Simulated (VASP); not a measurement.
## Ge2Sb2Te5: phonons from a supercell

Wanted: whether Ge2Sb2Te5 is dynamically stable, and its vibrational spectrum. The start is a computed cell from the Materials Project.

Method: PBEsol; plane waves and PAW (Te, Sb, Ge_d), in VASP 6.6.1.

Report form: the programs' logs are mostly left out.

### 1. The structure

It takes space group P-3m1 (No. 164, trigonal). Conventional cell: a = 4.294 Å, b = 4.294 Å, c = 17.101 Å, α = 90.00°, β = 90.00°, γ = 120.00°. Nearest to Te lie 3 Sb at 3.01 Å. Nearest to Te lie 3 Ge at 3.00 Å and 3 Sb at 3.20 Å. Nearest to Te lie 6 Ge at 3.04 Å. Sb has 6 Te at 3.01 to 3.20 Å nearest. Nearest to Ge lie 6 Te at 3.00 to 3.04 Å. Farther neighbours and most contacts between anions are not listed.

Structure file:

```cif
data_structure
_symmetry_space_group_name_H-M 'P-3m1'
_symmetry_Int_Tables_number 164
_cell_length_a 4.2941
_cell_length_b 4.2941
_cell_length_c 17.1013
_cell_angle_alpha 90.000
_cell_angle_beta 90.000
_cell_angle_gamma 120.000
_cell_volume 273.09
loop_
_atom_site_label
_atom_site_type_symbol
_atom_site_symmetry_multiplicity
_atom_site_Wyckoff_symbol
_atom_site_fract_x
_atom_site_fract_y
_atom_site_fract_z
_atom_site_occupancy
Te1 Te 2 d 0.66667 0.33333 0.41989 1
Te2 Te 2 d 0.33333 0.66667 0.20154 1
Te3 Te 1 a 0.00000 0.00000 0.00000 1
Sb1 Sb 2 c 0.00000 0.00000 0.32007 1
Ge1 Ge 2 d 0.66667 0.33333 0.10290 1
```

### 2. Relax the host

First cell and atoms are relaxed at a raised cutoff, so that later runs start from this functional's own cell.

INCAR

```
SYSTEM = Ge2Sb2Te5
PREC = Normal
ENCUT = 410
EDIFF = 1E-05
NELM = 120
ISMEAR = 0
SIGMA = 0.05
LREAL = Auto
ALGO = Fast
GGA = PS
NBANDS = 43
LORBIT = 11
LWAVE = .FALSE.
LCHARG = .FALSE.
KPAR = 2
NCORE = 2
IBRION = 2
NSW = 40
ISIF = 3
EDIFFG = -0.03
POTIM = 0.4
```

POSCAR

```
Ge2Sb2Te5
1.0
    4.2940644248      0.0000000000      0.0000000000
   -2.1470322124      3.7187688774      0.0000000000
    0.0000000000      0.0000000000     17.1013460000
Te Sb Ge
5 2 2
Direct
    0.6666666667      0.3333333333      0.4198920000
    0.3333333333      0.6666666667      0.5801080000
    0.3333333333      0.6666666667      0.2015420000
    0.6666666667      0.3333333333      0.7984580000
    0.0000000000      0.0000000000      0.0000000000
    0.0000000000      0.0000000000      0.3200680000
    0.0000000000      0.0000000000      0.6799320000
    0.6666666667      0.3333333333      0.1028950000
    0.3333333333      0.6666666667      0.8971050000
```

KPOINTS

```
Automatic mesh
0
Gamma
4 4 1
0 0 0
```

PAW data sets: Te, Sb and Ge_d (PBE family, release 64).

On the command line:

```bash
$ mpirun -np 4 vasp_std
```

Run time: 39 s. Hardware: 4 MPI ranks of Intel Xeon Platinum 8488C (Sapphire Rapids), shared host; peak memory 0.67 GiB; 2.5 min of CPU time.

The gap is read on the k-mesh alone, so it is an upper bound where the band edges lie off the mesh. The gap is under twice the smearing width, so the edge states are partly filled and the run can't tell a small gap from a semimetal. The PAW data sets were made with PBE, which is usual practice but a small mismatch for other functionals. The run keeps the 12 symmetry operations of its start, so it cannot find a distortion of lower symmetry.

The steps of the relaxation:

```tsv
step	energy less that of the first step (eV)	largest force (eV/Å)	pressure (GPa)	volume (Å³)
1	0.0000	0.2289	-2.51	273.09
2	-0.1039	0.2127	0.44	258.35
3	-0.1065	0.1921	-0.01	260.31
4	-0.1121	0.1225	-0.03	259.91
5	-0.1191	0.0881	0.00	258.86
6	-0.1210	0.0540	0.00	258.74
7	-0.1217	0.0424	0.05	258.66
8	-0.1216	0.0875	0.02	258.50
9	-0.1219	0.0484	0.06	258.60
10	-0.1219	0.0780	0.03	258.56
11	-0.1220	0.0727	0.01	258.59
12	-0.1222	0.0570	0.03	258.56
13	-0.1223	0.0275	0.01	258.57
```

```tsv
conventional cell, symmetrised	before	after	change
a (Å)	4.294	4.238	-1.3 %
b (Å)	4.294	4.238	-1.3 %
c (Å)	17.101	16.624	-2.8 %
volume (Å³/atom)	30.34	28.73	-5.3 %
```

The atoms that moved most (Å, as changes of fractional coordinates times the final cell):

```tsv
atom	dx	dy	dz	length
Te3	0.000	0.000	-0.040	0.040
Te4	0.000	0.000	0.040	0.040
Sb7	0.000	0.000	0.023	0.023
Sb6	0.000	0.000	-0.023	0.023
Ge8	0.000	0.000	-0.020	0.020
Ge9	0.000	0.000	0.020	0.020
Te1	0.000	0.000	0.015	0.015
Te2	0.000	0.000	-0.015	0.015
```

The relaxed structure:

```xyz
9
Lattice="4.2379 0.0000 0.0000 -2.1190 3.6702 0.0000 0.0000 0.0000 16.6239" Properties=species:S:1:pos:R:3 pbc="T T T"
Te    2.1190    1.2234    6.9957
Te    0.0000    2.4468    9.6282
Te    0.0000    2.4468    3.3109
Te    2.1190    1.2234   13.3131
Te    0.0000    0.0000    0.0000
Sb    0.0000    0.0000    5.2977
Sb    0.0000    0.0000   11.3262
Ge    2.1190    1.2234    1.6903
Ge    0.0000    2.4468   14.9337
```

A gap read on the k-mesh alone can miss the band edges.

This step gave:

```yaml
electronic_cycles: 81
electrons: 68
free_energy_toten: -37.75 eV
energy_at_zero_smearing: -37.75 eV
fermi_energy: 6.834 eV
pressure: 0.01394 GPa
labelled_metallic_from_the_levels_on_this_mesh: no
gap_on_the_k_mesh: 0.07640 eV
least_direct_gap_on_the_k_mesh: 0.07640 eV
```

The run ended after 13 ionic steps, 0.122 eV below its first step, once forces and stress met EDIFFG = -0.03.

### 3. Relax the host again, on a new basis

The volume changed by more than 5 %, so the plane waves of the start no longer fit; a second relaxation removes that error.

Changes to INCAR since step 2:

```diff
@@ -17,3 +17,3 @@
 IBRION = 2
-NSW = 40
+NSW = 30
 ISIF = 3
```

POSCAR

```
Ge2Sb2Te5
1.0
    4.2379493267      0.0000000000      0.0000000000
   -2.1189746634      3.6701717769      0.0000000000
    0.0000000000      0.0000000000     16.6239287468
Te Sb Ge
5 2 2
Direct
    0.6666666667      0.3333333333      0.4208204857
    0.3333333333      0.6666666667      0.5791795143
    0.3333333333      0.6666666667      0.1991625942
    0.6666666667      0.3333333333      0.8008374058
    0.0000000000      0.0000000000      0.0000000000
    0.0000000000      0.0000000000      0.3186779545
    0.0000000000      0.0000000000      0.6813220455
    0.6666666667      0.3333333333      0.1016762970
    0.3333333333      0.6666666667      0.8983237030
```

KPOINTS is that of step 2.

On the command line:

```bash
$ mpirun -np 4 vasp_std
```

The job ended after 5.4 s (4 MPI ranks; peak memory 0.71 GiB; 19 s of CPU time).

Little changed from the start: no atom moved by 0.005 Å and no cell edge by 0.1 %.

This step gave:

```
electronic cycles              : 13
free energy (TOTEN)            : -37.74 eV
energy at zero smearing        : -37.74 eV
pressure                       : -0.003879 GPa
gap on the k-mesh              : 0.07630 eV
least direct gap on the k-mesh : 0.07630 eV
```

The start already met the threshold, so nothing moved.

### 4. Tight relaxation

Force constants are second derivatives, so residual forces and stress must first be far smaller than in an ordinary relaxation. Smearing, mesh and cutoff differ from the relaxation before, which can move the cell too.

INCAR

```
SYSTEM = Ge2Sb2Te5
PREC = Accurate
ENCUT = 380
EDIFF = 1E-08
NELM = 120
ISMEAR = 1
SIGMA = 0.2
LREAL = .FALSE.
ALGO = Fast
GGA = PS
NBANDS = 43
LORBIT = 11
LWAVE = .FALSE.
LCHARG = .FALSE.
KPAR = 4
IBRION = 1
NSW = 30
ISIF = 3
EDIFFG = -0.002
POTIM = 0.4
```

POSCAR is that of step 3.

KPOINTS

```
Automatic mesh
0
Gamma
9 9 2
0 0 0
```

On the command line:

```bash
$ mpirun -np 4 vasp_std
```

Wall time 11 min (4 MPI ranks); peak memory 1.5 GiB.

Step by step (22 of 27):

```tsv
step	energy less that of the first step (eV)	largest force (eV/Å)	pressure (GPa)	volume (Å³)
1	0.0000	0.1147	0.38	258.57
2	-0.0062	0.0743	-0.13	260.59
3	-0.0080	0.0524	0.04	259.79
5	-0.0093	0.0210	0.01	259.90
6	-0.0093	0.0178	0.01	259.92
7	-0.0095	0.0137	0.00	260.00
8	-0.0095	0.0135	0.00	260.00
10	-0.0096	0.0110	0.01	260.02
11	-0.0095	0.0127	0.00	260.01
12	-0.0095	0.0134	0.00	260.01
13	-0.0095	0.0129	0.00	260.01
15	-0.0096	0.0123	0.00	260.05
16	-0.0096	0.0113	0.00	260.05
17	-0.0096	0.0116	0.00	260.05
18	-0.0098	0.0093	0.01	260.09
20	-0.0097	0.0111	0.00	260.08
21	-0.0098	0.0107	0.00	260.14
22	-0.0097	0.0101	0.00	260.10
23	-0.0098	0.0096	0.00	260.11
25	-0.0098	0.0086	0.00	260.15
26	-0.0099	0.0074	0.00	260.17
27	-0.0101	0.0018	0.00	260.37
```

```tsv
conventional cell, symmetrised	before	after	change
a (Å)	4.238	4.226	-0.3 %
b (Å)	4.238	4.226	-0.3 %
c (Å)	16.624	16.837	+1.3 %
volume (Å³/atom)	28.73	28.93	+0.7 %
```

The atoms that moved most (Å, as changes of fractional coordinates times the final cell):

```tsv
atom	dx	dy	dz	length
Sb7	0.000	0.000	0.024	0.024
Sb6	0.000	0.000	-0.024	0.024
Ge8	0.000	0.000	-0.022	0.022
Ge9	0.000	0.000	0.022	0.022
Te1	0.000	0.000	-0.019	0.019
Te2	0.000	0.000	0.019	0.019
Te4	0.000	0.000	0.007	0.007
Te3	0.000	0.000	-0.007	0.007
```

The relaxed structure:

```
Te Sb Ge
1.0
     4.22578    0.00000    0.00000
    -2.11289    3.65964    0.00000
     0.00000    0.00000   16.83657
Te Sb Ge
5 2 2
Direct
  0.66667 0.33333 0.41969
  0.33333 0.66667 0.58031
  0.33333 0.66667 0.19876
  0.66667 0.33333 0.80124
  0.00000 0.00000 0.00000
  0.00000 0.00000 0.31724
  0.00000 0.00000 0.68276
  0.66667 0.33333 0.10039
  0.33333 0.66667 0.89961
```

This step gave:

| Property | Result |
| --- | --- |
| electronic cycles | 231 |
| free energy (TOTEN) | -37.60 eV |
| energy at zero smearing | -37.60 eV |
| Fermi energy | 6.877 eV |
| pressure | 0.003061 GPa |

The run ended after 27 ionic steps, 0.010 eV below its first step, once forces and stress met EDIFFG = -0.002.

A spacing of under 0.3 eV between levels on this mesh is not given as a gap, since the run was smeared as a metal.

### 5. Force constants in the supercell

System of this step: Ge2Sb2Te5. Symmetry: P-3m1, No. 164, trigonal system. The conventional cell has a = 4.226 Å, b = 4.226 Å, c = 16.837 Å, α = 90.00°, β = 90.00°, γ = 120.00°. Nearest to Te lie 3 Sb at 2.99 Å. Nearest to Te lie 3 Ge at 2.95 Å and 3 Sb at 3.15 Å. Nearest to Te lie 6 Ge at 2.97 Å. Sb has 6 Te at 2.99 to 3.15 Å nearest. Ge has 6 Te at 2.95 to 2.97 Å nearest. Farther neighbours and most contacts between anions are not listed.

Each independent atom is moved by 0.015 Å both ways; the forces give the force constants out to half the supercell.

INCAR

```
SYSTEM = Ge2Sb2Te5
PREC = Accurate
ENCUT = 380
EDIFF = 1E-07
NELM = 120
ISMEAR = 1
SIGMA = 0.2
LREAL = Auto
ALGO = Fast
GGA = PS
NBANDS = 164
LWAVE = .FALSE.
LCHARG = .FALSE.
KPAR = 4
IBRION = 6
NSW = 1
NFREE = 2
POTIM = 0.015
ISIF = 0
ADDGRID = .TRUE.
```

POSCAR

```
Ge2Sb2Te5
1.0
    8.4515692434      0.0000000000      0.0000000000
   -4.2257846218      7.3192736666      0.0000000000
    0.0000000000      0.0000000000     16.8365656948
Te Sb Ge
20 8 8
Direct
    0.3333333334      0.1666666666      0.4196872171
    0.3333333334      0.6666666666      0.4196872171
    0.8333333333      0.1666666666      0.4196872171
    0.8333333333      0.6666666666      0.4196872171
    0.1666666666      0.3333333334      0.5803127829
    0.1666666666      0.8333333333      0.5803127829
    0.6666666666      0.3333333334      0.5803127829
    0.6666666666      0.8333333333      0.5803127829
    0.1666666666      0.3333333334      0.1987635270
    0.1666666666      0.8333333333      0.1987635270
    0.6666666666      0.3333333334      0.1987635270
    0.6666666666      0.8333333333      0.1987635270
    0.3333333334      0.1666666666      0.8012364730
    0.3333333334      0.6666666666      0.8012364730
    0.8333333333      0.1666666666      0.8012364730
    0.8333333333      0.6666666666      0.8012364730
    0.0000000000      0.0000000000      0.0000000000
    0.0000000000      0.5000000000      0.0000000000
    0.5000000000      0.0000000000      0.0000000000
    0.5000000000      0.5000000000      0.0000000000
    0.0000000000      0.0000000000      0.3172387403
    0.0000000000      0.5000000000      0.3172387403
    0.5000000000      0.0000000000      0.3172387403
    0.5000000000      0.5000000000      0.3172387403
    0.0000000000      0.0000000000      0.6827612597
    0.0000000000      0.5000000000      0.6827612597
    0.5000000000      0.0000000000      0.6827612597
    0.5000000000      0.5000000000      0.6827612597
    0.3333333334      0.1666666666      0.1003915993
    0.3333333334      0.6666666666      0.1003915993
    0.8333333333      0.1666666666      0.1003915993
    0.8333333333      0.6666666666      0.1003915993
    0.1666666666      0.3333333334      0.8996084007
    0.1666666666      0.8333333333      0.8996084007
    0.6666666666      0.3333333334      0.8996084007
    0.6666666666      0.8333333333      0.8996084007
```

KPOINTS

```
Automatic mesh
0
Gamma
4 4 2
0 0 0
```

On the command line:

```bash
$ mpirun -np 4 vasp_std
```

The job ended after 2.3 h (4 MPI ranks; peak memory 11 GiB).

The last energy, forces, stress and levels in OUTCAR belong to the last displaced cell, not to the cell of POSCAR.

This step gave:

```
electrons         : 272
lowest frequency  : -28.00 cm⁻¹
highest frequency : 176.8 cm⁻¹
```

No long-range dipole term. Phonon branches along the path, in cm⁻¹:

```tsv
point	branch 1	branch 2	branch 3	branch 4	branch 24	branch 25	branch 26	branch 27
Γ	0	0	0	22	121	162	170	171
0.47 of the way	39	43	45	48	128	133	149	152
M	39	42	47	48	116	134	153	160
0.53 of the way	47	49	62	62	118	128	143	147
K	49	54	63	63	118	119	130	130
0.47 of the way	45	45	56	59	124	125	140	142
Γ	0	0	0	22	121	162	170	171
0.47 of the way	-20	-20	-18	28	124	159	167	175
A	-28	-28	-26	33	127	154	168	177
0.53 of the way	34	43	46	51	129	131	145	149
L	36	42	51	52	115	136	152	160
0.47 of the way	45	50	59	60	118	131	144	150
H	51	52	63	63	118	119	130	130
0.47 of the way	40	46	55	56	123	123	140	141
A	-28	-28	-26	33	127	154	168	177
jump to L	36	42	51	52	115	136	152	160
0.53 of the way	37	42	49	50	116	135	152	160
M	39	42	47	48	116	134	153	160
jump to K	49	54	63	63	118	119	130	130
0.47 of the way	50	53	63	63	118	119	130	130
H	51	52	63	63	118	119	130	130
```

The phonon density of states has structure finer than the step of the table below, so its rows give means over 10 cm⁻¹, whole bins alone (the curve runs from -53.1 to 202 cm⁻¹). Peaks (cm⁻¹: height): 49.7: 0.217, 67.0: 0.330, 100.4: 0.467.

Phonon density of states against frequency; means over each step:

frequency (cm⁻¹), phonon density of states (states/cm⁻¹/cell) and a bar:
```
      -40      0.000 
      -30      0.001 
      -20      0.003 
      -10      0.003 
        0      0.001 
       10      0.004 
       20      0.010 #
       30      0.026 ##
       40      0.110 ########
       50      0.189 #############
       60      0.195 #############
       70      0.283 ####################
       80      0.261 ##################
       90      0.329 #######################
      100      0.434 ##############################
      110      0.311 ######################
      120      0.218 ###############
      130      0.109 ########
      140      0.086 ######
      150      0.085 ######
      160      0.032 ##
      170      0.009 #
      180      0.001 
      190      0.000
```

A spacing of under 0.3 eV between levels on this mesh is not given as a gap, since the run was smeared as a metal.

### 6. Summary of results

| Item | Value |
| --- | --- |
| highest frequency | 177 cm⁻¹ |
| lowest frequency | -28.0 cm⁻¹ |

The spectrum reaches 177 cm⁻¹, and its lowest point lies at -28 cm⁻¹. The crystal is layered and no dispersion term is used, so the spacing and binding between its layers, and what hangs on them, are unreliable. At the wave vectors that fit the supercell, which are computed directly, every mode is real; only interpolated points are imaginary, so stability is left open here. Frequencies between the wave vectors that fit the supercell are interpolated.

[Lines on the potential files, build, host, timing and source positions are cut from VASP's logs without a mark.]

[Logs are printed without paths, hosts, clocks, repeated set-up lines and the standing remarks that a program may print on its own settings, such as how far it seeks lower states.]

[Hosts, paths, dates, database ids (printed as entryN), source tags and the programs' standing remarks are cut or masked in the printed files.]

[Runs that stopped without an error message from VASP are left out.]
